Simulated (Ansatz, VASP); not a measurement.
## Zr3P (Zr3P (P4_2/n)) in two plane-wave programs

Aim: how closely do two programs agree when they are given the same cell, functional and k mesh? Of the first pair: The structure shown is the start of the Ansatz relaxation below; VASP solves that cell, so the two are compared at the walk's first step.

Program: Ansatz 0.2.0. Level of theory: plane waves, with VASP 6.6.1 beside it; PBEsol. Results are calculated unless marked as measured.

### 1. Set-up

The structure is tetragonal, space group P4_2/n (No. 86). Conventional cell: a = 10.840 Å, b = 10.840 Å, c = 5.371 Å, α = 90.00°, β = 90.00°, γ = 90.00°. Zr has 4 P at 2.75 to 2.84 Å and 1 Zr at 3.03 Å nearest. Nearest to Zr lie 3 P at 2.69 to 2.86 Å and 2 Zr at 3.00 to 3.04 Å. Zr has 2 P at 2.73 to 2.78 Å and 2 Zr at 2.96 to 3.00 Å nearest. Nearest to P lie 9 Zr at 2.69 to 2.86 Å. Farther neighbours are not listed.

### 2. Ansatz: relaxation, PBEsol

Ansatz runs on its default PAW (the set named soft_2) files.

The two programs are compared at the cell with which this relaxation starts, whose forces are those of its first step.

Contents of input.yaml:

```yaml
crystal:
  lattice:
    - [10.8404649, 0.0, 0.0]
    - [0.0, 10.8404649, 0.0]
    - [0.0, 0.0, 5.3708382]
  atoms:
    - { symbol: Zr, position: [0.86305002, 0.02738831, 0.27877609] }
    - { symbol: Zr, position: [0.47261169, 0.36305002, 0.77877609] }
    - { symbol: Zr, position: [0.52738831, 0.63694998, 0.77877609] }
    - { symbol: Zr, position: [0.13694998, 0.97261169, 0.27877609] }
    - { symbol: Zr, position: [0.63694998, 0.47261169, 0.22122391] }
    - { symbol: Zr, position: [0.02738831, 0.13694998, 0.72122391] }
    - { symbol: Zr, position: [0.97261169, 0.86305002, 0.72122391] }
    - { symbol: Zr, position: [0.36305002, 0.52738831, 0.22122391] }
    - { symbol: Zr, position: [0.82030581, 0.28464198, 0.98504909] }
    - { symbol: Zr, position: [0.21535802, 0.32030581, 0.48504909] }
    - { symbol: Zr, position: [0.78464198, 0.67969419, 0.48504909] }
    - { symbol: Zr, position: [0.17969419, 0.71535802, 0.98504909] }
    - { symbol: Zr, position: [0.67969419, 0.21535802, 0.51495091] }
    - { symbol: Zr, position: [0.28464198, 0.17969419, 0.01495091] }
    - { symbol: Zr, position: [0.71535802, 0.82030581, 0.01495091] }
    - { symbol: Zr, position: [0.32030581, 0.78464198, 0.51495091] }
    - { symbol: Zr, position: [0.41531743, 0.89275895, 0.03767093] }
    - { symbol: Zr, position: [0.60724105, 0.91531743, 0.53767093] }
    - { symbol: Zr, position: [0.39275895, 0.08468257, 0.53767093] }
    - { symbol: Zr, position: [0.58468257, 0.10724105, 0.03767093] }
    - { symbol: Zr, position: [0.08468257, 0.60724105, 0.46232907] }
    - { symbol: Zr, position: [0.89275895, 0.58468257, 0.96232907] }
    - { symbol: Zr, position: [0.10724105, 0.41531743, 0.96232907] }
    - { symbol: Zr, position: [0.91531743, 0.39275895, 0.46232907] }
    - { symbol: P, position: [0.29375498, 0.54101893, 0.71287282] }
    - { symbol: P, position: [0.95898107, 0.79375498, 0.21287282] }
    - { symbol: P, position: [0.04101893, 0.20624502, 0.21287282] }
    - { symbol: P, position: [0.70624502, 0.45898107, 0.71287282] }
    - { symbol: P, position: [0.20624502, 0.95898107, 0.78712718] }
    - { symbol: P, position: [0.54101893, 0.70624502, 0.28712718] }
    - { symbol: P, position: [0.45898107, 0.29375498, 0.28712718] }
    - { symbol: P, position: [0.79375498, 0.04101893, 0.78712718] }
basis:
  ecutwfc: 420
  xc_grid: 2
hamiltonian:
  xc: pbesol
kpoints:
  mp_grid: { grid: [4, 4, 7] }
scf:
  occupations: { method: fermi_dirac, width: 0.05 }
  max_iter: 150
output:
  forces: true
  stress: true
relax:
  f_tol: 0.01
  max_steps: 60
  cell: {}
checkpoint:
  write: "../pbesol.run"
  compress: false
  write_wavefunctions: false
  write_every: 100000
```

Started as:

```console
> ansatz run input.yaml --threads 4 --pin off --max-ram 6594MiB --backend cpu --events-out ev --progress --plain --runs-dir out
```

Numbers of over 12 decimals in the logs are rounded to 6 here.

Output:

```text
Engine: ansatz 0.2.0, aarch64-unknown-linux-gnu
Pseudopotentials: kind: paw
Pseudopotential: Zr, paw, valence charge 12, recommended cutoff 420 eV (normal), Zr.paw.azcp
Pseudopotential: P, paw, valence charge 5, recommended cutoff 420 eV (normal), P.paw.azcp
Functional definition: PBEsol
  exchange = pbesol_x
  correlation = pbesol_c
Crystal: 32 atoms, lattice volume = 631.158 Å³
Basis set: ecut = 420 eV, 12321 PW (Γ), exchange–correlation on 150×150×72 points (8 copies of the dense FFT grid, shifted against one another)
Bands: 197, of which v1, the nominal top of the filled ones, is band 164 counted from 1 (163 counted from 0)
Symmetry: 8 space group operations
Space group: P42/n (ITA 86), of the structure as read, at distance tolerance 8.6e-5 Å
k-points: 24 of 112
Non-local potential: Zr, projectors of the file, l = 0: 3, l = 1: 2, l = 2: 2, l = 3: 2
Non-local potential: P, projectors of the file, l = 0: 2, l = 1: 2, l = 2: 2
PAW form: soft (Blöchl's): semilocal exchange-correlation on the pseudo side does not see the compensation charge
PAW frozen core: Zr, regenerated for the run's functional, and the local potential with it (the file was generated under x = pbe(κ = 0.804, μ = 0.219515), c = pbe(β = 0.066725))
PAW frozen core: P, regenerated for the run's functional, and the local potential with it (the file was generated under x = pbe(κ = 0.804, μ = 0.219515), c = pbe(β = 0.066725))
PAW one-centre angular grid: Zr, 590 points (default); XC on 64 Gauss nodes
PAW one-centre angular grid: P, 110 points (default); XC on 64 Gauss nodes
Initial density: superposition of atomic densities (neutral atoms: chi_scale 0, normalization atom), corrected by the library's trained network
Initial wavefunctions: pseudopotential atomic-orbital guess
Functional: x = pbesol(κ = 0.804, μ = 0.123457), c = pbesol(β = 0.046)
SCF iter   1: F=—  HF=-105037.813930 eV  |F-HF|=—  |Δ(HF+E_count)|=         —  Δρ=6.17e-3  dr2=1.38e0  ethr=1.77e-3  ⟨swp⟩=7.8  Hψ=20165  notcnv=0  defer=24
preconditioner: auto → Kerker (q_TF=auto, 2.446 Å⁻¹)  [metal: Δε(μ)=0.002 eV  Ē_g=4.587 eV  σ=0.050 eV  W_gap=0.01  n_scr=156 (ndim 8)  ℏωp=17.2 eV  f_vac=0.000  D(μ)=26.69/eV (n_scr^D=232)]
SCF iter   2: F=—  HF=-105037.724973 eV  |F-HF|=—  |Δ(HF+E_count)|=   8.90e-2  Δρ=2.94e-3  dr2=1.62e-1  ethr=4.21e-4  ⟨swp⟩=1.4  Hψ=5476  notcnv=0  defer=124
SCF iter   3: F=—  HF=-105037.704731 eV  |F-HF|=—  |Δ(HF+E_count)|=   2.02e-2  Δρ=1.03e-3  dr2=1.97e-2  ethr=4.93e-5  ⟨swp⟩=2.0  Hψ=4861  notcnv=0  defer=187
SCF iter   4: F=—  HF=-105037.701735 eV  |F-HF|=—  |Δ(HF+E_count)|=   3.00e-3  Δρ=1.93e-4  dr2=3.56e-4  ethr=6.02e-6  ⟨swp⟩=2.0  Hψ=5778  notcnv=0  defer=187
SCF iter   5: F=—  HF=-105037.701699 eV  |F-HF|=—  |Δ(HF+E_count)|=   3.57e-5  Δρ=6.95e-5  dr2=7.44e-5  ethr=1.09e-7  ⟨swp⟩=2.0  Hψ=6365  notcnv=0  defer=187
SCF iter   6: F=—  HF=-105037.700685 eV  |F-HF|=—  |Δ(HF+E_count)|=   1.01e-3  Δρ=1.76e-5  dr2=2.99e-6  ethr=2.27e-8  ⟨swp⟩=2.0  Hψ=5579  notcnv=0  defer=194
SCF iter   7: F=—  HF=-105037.700685 eV  |F-HF|=—  |Δ(HF+E_count)|=   4.60e-7  Δρ=3.71e-6  dr2=1.71e-7  ethr=9.11e-10  ⟨swp⟩=2.1  Hψ=7364  notcnv=0  defer=194
SCF iter   8: F=-105037.700685 eV  HF=-105037.700685 eV  |F-HF|=4.57e-9  |Δ(HF+E_count)|=   2.60e-8  Δρ=8.44e-7  dr2=7.45e-9  ethr=3.05e-11  ⟨swp⟩=4.0  Hψ=13318  notcnv=0
SCF 1 converged in 8 iterations: F = -105037.700685 eV  dr2 = 7.45e-9
  greatest PAW one-centre occupation: 0.997 electrons in one spin orbital (limit 2), on the Zr atom at site 15 (counted from 0), in its partial waves of l = 0
relax step   1: F+E_penalty+E_count = -105037.70068454 eV  Δ(F+E_penalty+E_count) = +0.000e0 eV  max|allowed force component| = 3.658e-2 eV/Å  Δτ_max = 0.0000 Å  P = -4.481 GPa  Ω = 631.158 Å³  (8 SCF iters, dr2 threshold 1.00e-7 eV, accepted)
[...]
relax step   5: F+E_penalty+E_count = -105038.02517473 eV  Δ(F+E_penalty+E_count) = -6.198e-3 eV  max|allowed force component| = 2.936e-3 eV/Å  Δτ_max = 0.0050 Å  P = -0.005 GPa  Ω = 609.095 Å³  energy of the carried Pulay correction = +3.360e-3 eV  (8 SCF iters, accepted)
[...]
relax step   6: F+E_penalty+E_count = -105038.02215819 eV  Δ(F+E_penalty+E_count) = +3.017e-3 eV  max|allowed force component| = 2.946e-3 eV/Å  Δτ_max = 0.0000 Å  P = -0.009 GPa  Ω = 609.095 Å³  stress off target by 1.36e-2 GPa  SCF on the basis re-selected at this cell (its energy is not comparable with the rows above)  (5 SCF iters)
basis re-selected at this cell: Δ(F+E_penalty+E_count) = +3.017e-3 eV, ΔP = -0.004 GPa vs the last step (what re-selecting the basis moved, of the pressure what is left beyond the Pulay correction that the steps carried, after the strain that the cell walked since its last selection, with what the two solves' SCF thresholds leave and, on support functions, any second-order correction that the steps lacked; it is no measure of the basis error at this ecutwfc). The dense FFT grid was sized anew with the basis: this SCF ran on 72×72×36 points, the steps before it on 75×75×36, so part of this shift can come from that change (see relax.cell in the input reference). [rest of the remark cut]
SCF converged after 5 iterations
Free energy (F): -105038.022158 eV
Harris-Foulkes:  -105038.022158 eV  (|F-HF|=8.73e-11)
Internal energy: -105037.806737 eV  (E = F + TS)
E sigma→0 (E₀):  -105037.914447 eV
Entropy (-TS):   -0.215422 eV (-6.732 meV/atom)
Fermi energy:    14.823783 eV
--- Per-component energies (eV) ---
  E_band       = -1703.642559
  E_kinetic    = 8623.981801
  E_local      = -14556.349999  (includes V_loc(G=0)·N_el)
  E_nonlocal   = 2230.871991
  E_hartree    = 4561.089200
  E_xc         = -4374.197625
  E_vxc        = -5100.564729  (∫ρ·V_xc dr)
  E_paw        = -74039.049413  (= ΣΔE_a)
  E_vpaw       = -2023.759835  (= ΣTr[D̂ρ^β])
  E_aug_tail   = 0.000580  (compensation charges beyond the density's cutoff)
  E_ewald      = -27488.499332
  E_core_change = 4.346059  (= ΣΔE_core)
  E_smearing   = -0.215422  (= −TS)
  E_closure    = -0.000000  (closes the sum)
  Σ components = -105038.022158   (vs F -105038.022158, Δ=0.00e0)
--- Forces (eV/Å), atoms counted from 1 ---
  atom   1  Zr     0.00098969    -0.00097180    -0.00114715
  atom   2  Zr     0.00097180     0.00098969    -0.00114715
  atom   3  Zr    -0.00097180    -0.00098969    -0.00114715
  atom   4  Zr    -0.00098969     0.00097180    -0.00114715
  atom   5  Zr    -0.00098969     0.00097180     0.00114715
  atom   6  Zr    -0.00097180    -0.00098969     0.00114715
  atom   7  Zr     0.00097180     0.00098969     0.00114715
  atom   8  Zr     0.00098969    -0.00097180     0.00114715
  atom   9  Zr    -0.00294646    -0.00059512     0.00009875
  atom  10  Zr     0.00059512    -0.00294646     0.00009875
  atom  11  Zr    -0.00059512     0.00294646     0.00009875
  atom  12  Zr     0.00294646     0.00059512     0.00009875
  atom  13  Zr     0.00294646     0.00059512    -0.00009875
  atom  14  Zr    -0.00059512     0.00294646    -0.00009875
  atom  15  Zr     0.00059512    -0.00294646    -0.00009875
  atom  16  Zr    -0.00294646    -0.00059512    -0.00009875
  atom  17  Zr    -0.00030726     0.00224586    -0.00045916
  atom  18  Zr    -0.00224586    -0.00030726    -0.00045916
  atom  19  Zr     0.00224586     0.00030726    -0.00045916
  atom  20  Zr     0.00030726    -0.00224586    -0.00045916
  atom  21  Zr     0.00030726    -0.00224586     0.00045916
  atom  22  Zr     0.00224586     0.00030726     0.00045916
  atom  23  Zr    -0.00224586    -0.00030726     0.00045916
  atom  24  Zr    -0.00030726     0.00224586     0.00045916
  atom  25  P     -0.00033804    -0.00155164    -0.00089004
  atom  26  P      0.00155164    -0.00033804    -0.00089004
  atom  27  P     -0.00155164     0.00033804    -0.00089004
  atom  28  P      0.00033804     0.00155164    -0.00089004
  atom  29  P      0.00033804     0.00155164     0.00089004
  atom  30  P     -0.00155164     0.00033804     0.00089004
  atom  31  P      0.00155164    -0.00033804     0.00089004
  atom  32  P     -0.00033804    -0.00155164     0.00089004
  max |Σ_I F_I| component: 3.47e-18 eV/Å
--- Stress (GPa, compression-positive) ---
       -0.013619      -0.000000       0.000000
        0.000000      -0.013619       0.000000
        0.000000       0.000000      -0.001158
  P = ⅓ Tr σ = -0.0095 GPa (-0.095 kbar)
--- Relaxed structure (5 steps of the walk, 3 accepted, 1 SCFs on fresh bases) ---
  F+E_penalty+E_count = -105038.02215819 eV   max|allowed force component| = 2.946e-3 eV/Å   (the final SCF, on the basis selected at the relaxed cell)
  cell:  # Å, volume = 609.0953 Å³
    - [10.710380, 0, 0.0]
    - [0, 10.710380, 0.0]
    - [0.0, 0.0, 5.309767]
  atoms:
    - { symbol: Zr, position: [0.862846, 0.027033, 0.278229] }
    - { symbol: Zr, position: [0.472967, 0.362846, 0.778229] }
    - { symbol: Zr, position: [0.527033, 0.637154, 0.778229] }
    - { symbol: Zr, position: [0.137154, 0.972967, 0.278229] }
    - { symbol: Zr, position: [0.637154, 0.472967, 0.221771] }
    - { symbol: Zr, position: [0.027033, 0.137154, 0.721771] }
    - { symbol: Zr, position: [0.972967, 0.862846, 0.721771] }
    - { symbol: Zr, position: [0.362846, 0.527033, 0.221771] }
    - { symbol: Zr, position: [0.820743, 0.284869, 0.984439] }
    - { symbol: Zr, position: [0.215131, 0.320743, 0.484439] }
    - { symbol: Zr, position: [0.784869, 0.679257, 0.484439] }
    - { symbol: Zr, position: [0.179257, 0.715131, 0.984439] }
    - { symbol: Zr, position: [0.679257, 0.215131, 0.515561] }
    - { symbol: Zr, position: [0.284869, 0.179257, 0.015561] }
    - { symbol: Zr, position: [0.715131, 0.820743, 0.015561] }
    - { symbol: Zr, position: [0.320743, 0.784869, 0.515561] }
    - { symbol: Zr, position: [0.415128, 0.892655, 0.039121] }
    - { symbol: Zr, position: [0.607345, 0.915128, 0.539121] }
    - { symbol: Zr, position: [0.392655, 0.084872, 0.539121] }
    - { symbol: Zr, position: [0.584872, 0.107345, 0.039121] }
    - { symbol: Zr, position: [0.084872, 0.607345, 0.460879] }
    - { symbol: Zr, position: [0.892655, 0.584872, 0.960879] }
    - { symbol: Zr, position: [0.107345, 0.415128, 0.960879] }
    - { symbol: Zr, position: [0.915128, 0.392655, 0.460879] }
    - { symbol: P, position: [0.293504, 0.540719, 0.712893] }
    - { symbol: P, position: [0.959281, 0.793504, 0.212893] }
    - { symbol: P, position: [0.040719, 0.206496, 0.212893] }
    - { symbol: P, position: [0.706496, 0.459281, 0.712893] }
    - { symbol: P, position: [0.206496, 0.959281, 0.787107] }
    - { symbol: P, position: [0.540719, 0.706496, 0.287107] }
    - { symbol: P, position: [0.459281, 0.293504, 0.287107] }
    - { symbol: P, position: [0.793504, 0.040719, 0.787107] }
```

### 3. VASP: single point, PBEsol, start cell, pair 1

The same cell, functional, mesh and smearing now go to VASP, with its own data sets.

Lines of VASP's logs that name or quote its potential files are left out, and so is its time.

Contents of INCAR:

```
SYSTEM = Zr3P
PREC = Accurate
ENCUT = 400
EDIFF = 1E-06
NELM = 120
ISMEAR = -1
SIGMA = 0.05
LREAL = Auto
ALGO = Normal
GGA = PS
NBANDS = 192
LASPH = .TRUE.
LORBIT = 11
LWAVE = .FALSE.
LCHARG = .FALSE.
ISIF = 2
GGA_COMPAT = .FALSE.
KPAR = 4
```

Contents of POSCAR:

```
Zr3P
1.0
   10.8404650000      0.0000000000      0.0000000000
    0.0000000000     10.8404650000      0.0000000000
    0.0000000000      0.0000000000      5.3708380000
Zr P
24 8
Direct
    0.8630500629      0.0273883086      0.2787760495
    0.4726117376      0.3630500168      0.7787760495
    0.5273883547      0.6369499833      0.7787760495
    0.1369500294      0.9726116915      0.2787760495
    0.6369500294      0.4726116915      0.2212239505
    0.0273883547      0.1369499833      0.7212239505
    0.9726117376      0.8630500168      0.7212239505
    0.3630500629      0.5273883086      0.2212239505
    0.8203058402      0.2846419642      0.9850490743
    0.2153580820      0.3203057941      0.4850490743
    0.7846420103      0.6796942060      0.4850490743
    0.1796942521      0.7153580359      0.9850490743
    0.6796942521      0.2153580359      0.5149509257
    0.2846420103      0.1796942060      0.0149509257
    0.7153580820      0.8203057941      0.0149509257
    0.3203058402      0.7846419642      0.5149509257
    0.4153174702      0.8927589592      0.0376708904
    0.6072410870      0.9153174241      0.5376708905
    0.3927590053      0.0846825759      0.5376708905
    0.5846826220      0.1072410409      0.0376708904
    0.0846826220      0.6072410409      0.4623291096
    0.8927590053      0.5846825759      0.9623291096
    0.1072410870      0.4153174241      0.9623291096
    0.9153174702      0.3927589592      0.4623291096
    0.2937550419      0.5410189277      0.7128727864
    0.9589811184      0.7937549958      0.2128727863
    0.0410189738      0.2062450043      0.2128727863
    0.7062450504      0.4589810723      0.7128727864
    0.2062450504      0.9589810723      0.7871272136
    0.5410189738      0.7062450043      0.2871272137
    0.4589811184      0.2937549958      0.2871272137
    0.7937550419      0.0410189277      0.7871272136
```

Contents of KPOINTS:

```
Automatic mesh
0
Gamma
4 4 7
0 0 0
```

PAW data sets: Zr_sv and P (PBE family, release 64).

Started as:

```console
> mpirun -np 4 vasp_std
```

Output:

```text
[banner, memory and clock lines left out]
running    4 mpi-ranks, on    1 nodes
[...]
|                                                                             |
|               ----> ADVICE to this user running VASP <----                  |
|                                                                             |
|     You enforced a specific xc type in the INCAR file but a different       |
|     [... a line on the potential file left out ...]
|     I HOPE YOU KNOW WHAT YOU ARE DOING!                                     |
|                                                                             |

 LDA part: xc-table for (Slater+PW92), standard interpolation
 POSCAR, INCAR and KPOINTS ok, starting setup
[...]
entering main loop
       N       E                     dE             d eps       ncg     rms          rms(c)
DAV:   1     0.310670249863E+04    0.31067E+04   -0.14802E+05  9216   0.140E+03
DAV:   2     0.454292368995E+02   -0.30613E+04   -0.29720E+04  9880   0.460E+02
DAV:   3    -0.269155548817E+03   -0.31458E+03   -0.30536E+03 13736   0.110E+02
DAV:   4    -0.305197551712E+03   -0.36042E+02   -0.35579E+02 13888   0.314E+01
[...]
DAV:  14    -0.294013070272E+03    0.26185E-04   -0.96340E-05 11616   0.230E-02    0.172E-02
DAV:  15    -0.294013072086E+03   -0.18136E-05   -0.22624E-05 10432   0.817E-03    0.553E-03
DAV:  16    -0.294013072760E+03   -0.67410E-06   -0.23815E-06  6760   0.303E-03
   1 F= -.29401307E+03 E0= -.29390375E+03  d E =-.218642E+00
```

OUTCAR, selected parts (step 3):

```text
  Total      -17.7053124    -17.7053124    -17.5536232      0.0000006      0.0000000     -0.0000000
  in kB      -44.9444739    -44.9444739    -44.5594148      0.0000016      0.0000000     -0.0000000
  external PRESSURE =     -44.8161209 kB  Pullay stress =       0.0000000 kB

 POSITION                                       TOTAL-FORCE (eV/Angst)
 -----------------------------------------------------------------------------------
      9.35586      0.29690      1.49726         0.005799     -0.024524     -0.033390
      5.12333      3.93563      4.18268         0.024524      0.005799     -0.033390
      5.71714      6.90483      4.18268        -0.024524     -0.005799     -0.033390
      1.48460     10.54356      1.49726        -0.005799      0.024524     -0.033390
      6.90483      5.12333      1.18816        -0.005799      0.024524      0.033390
      0.29690      1.48460      3.87358        -0.024524     -0.005799      0.033390
     10.54356      9.35586      3.87358         0.024524      0.005799      0.033390
      3.93563      5.71713      1.18816         0.005799     -0.024524      0.033390
      8.89250      3.08565      5.29054         0.034502     -0.001411     -0.029533
      2.33458      3.47226      2.60512         0.001411      0.034502     -0.029533
      8.50588      7.36820      2.60512        -0.001411     -0.034502     -0.029533
      1.94797      7.75481      5.29054        -0.034502      0.001411     -0.029533
      7.36820      2.33458      2.76572        -0.034502      0.001411      0.029533
      3.08565      1.94797      0.08030        -0.001411     -0.034502      0.029533
[...]
-----------------------------------------------------------------------------------
    total drift:                               -0.015618     -0.000618     -0.000006

  FREE ENERGIE OF THE ION-ELECTRON SYSTEM (eV)
  ---------------------------------------------------
  free  energy   TOTEN  =      -294.0130727601 eV

  energy  without entropy=     -293.7944305846  energy(sigma->0) =     -293.90375167

[... 2 further parts left out ...]
[key lines of the parts left out:]
E-fermi :   9.5640
```

The run ends at a pressure of -4.48 GPa, with forces up to 0.048 eV/Å.

### 4. Differences

Known differences besides the potentials themselves: the cutoff is 420 eV in Ansatz and 400 eV in VASP (PREC = Accurate, projectors in real space); Ansatz makes its cores anew for this functional, VASP keeps those of its PBE data sets. Total energies have different zeros and are not compared.

Forces on 10 of the 32 atoms, those with the largest forces and the largest differences (eV/Å; atoms numbered as in POSCAR):

```
atom          Ansatz x, y, z            VASP x, y, z
 Zr1   0.008, -0.025, -0.035   0.006, -0.025, -0.033
 Zr2    0.025, 0.008, -0.035    0.025, 0.006, -0.033
 Zr3  -0.025, -0.008, -0.035  -0.025, -0.006, -0.033
Zr18    0.032, -0.034, 0.018    0.031, -0.032, 0.018
Zr19    -0.032, 0.034, 0.018    -0.031, 0.032, 0.018
Zr20     0.034, 0.032, 0.018     0.032, 0.031, 0.018
Zr21    0.034, 0.032, -0.018    0.032, 0.031, -0.018
Zr22   -0.032, 0.034, -0.018   -0.031, 0.032, -0.018
Zr23   0.032, -0.034, -0.018   0.031, -0.032, -0.018
Zr24  -0.034, -0.032, -0.018  -0.032, -0.031, -0.018
```

The forces differ by 1.4 meV/Å r.m.s., which is 5.7 % of the r.m.s. force of 0.025 eV/Å (both taken over all components).

### 5. Ansatz: relaxation, PBEsol

This run makes the geometry at which the two programs are then compared. The cell compared in this pair holds 609.10 Å³, against 631.16 Å³ for the pair before.

The structure compared here is the end of the Ansatz relaxation.

This is the run of step 2 again, met here at its other cell.

(Part 1 of 2 ends here.)

[Lines on the potential files, build, host, timing and source positions are cut from VASP's logs without a mark.]

[Logs are printed without paths, hosts, clocks, repeated set-up lines and the standing remarks that a program may print on its own settings, such as how far it seeks lower states.]

[Hosts, paths, dates, database ids (printed as entryN), source tags and the programs' standing remarks are cut or masked in the printed files.]
